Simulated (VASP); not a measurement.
Runs of VASP 6.6.1 on SrTiO3. The structure is cubic, space group Pm-3m (No. 221). Conventional cell: a = 3.903 Å, b = 3.903 Å, c = 3.903 Å, α = 90.00°, β = 90.00°, γ = 90.00°. Around Sr (site symmetry m-3m) lie 12 O at 2.76 Å. Ti (site symmetry m-3m) is surrounded by 6 O at 1.95 Å. O (site symmetry 4/mmm) has 2 Ti at 1.95 Å as nearest neighbours. The cell was built by a generator and needn't be a form met in nature.

```tsv
task	level	spin	cell	k mesh	cutoff (eV)	grid for exact exchange (PRECFOCK)	screening parameter	gap on the mesh (eV)	pressure (GPa)	moment (μB)
electrostatic potential	PBE	non-collinear, zero start, SOC	Pm-3m, 11.89 Å³/atom	8 × 8 × 8	520	-	-	-	5.3	0.00
band structure	PBE	non-collinear, zero start, SOC	Pm-3m, 11.89 Å³/atom	8 × 8 × 8	520	-	-	-	-	0.00
band structure	HSE06	off	Pm-3m, 11.89 Å³/atom	6 × 6 × 6	520	Fast	0.2 1/A	3.33	-0.6	-
electrostatic potential	PBE	off	Pm-3m, 11.89 Å³/atom	8 × 8 × 8	520	-	-	1.86	(a)	-
relaxation of cell and atoms	r2SCAN+rVV10	off	relaxed	8 × 8 × 8	600	-	-	2.27	0.0	-
band structure	PBE	off	Pm-3m, 11.89 Å³/atom	8 × 8 × 8	520	-	-	1.86	-	-
band structure	r2SCAN+rVV10	off	Pm-3m, 11.89 Å³/atom	8 × 8 × 8	520	-	-	2.27	0.2	-
electrostatic potential	HSE06	off	Pm-3m, 11.89 Å³/atom	6 × 6 × 6	520	Fast	0.2 1/A	3.33	-0.6	-
```

Alike in all rows: potentials or basis VASP PAW PBE potentials, release 64 (Sr_sv, Ti_sv, O); smearing gaussian 0.02 eV.

Q: Estimate the missing entries.

A: (a) 5.2.

Caveats: the PAW data sets were made with another functional, which shifts forces and pressure a little (some runs).

A k mesh can miss the band edges, and rows without SOC leave out spin-orbit coupling on Sr.
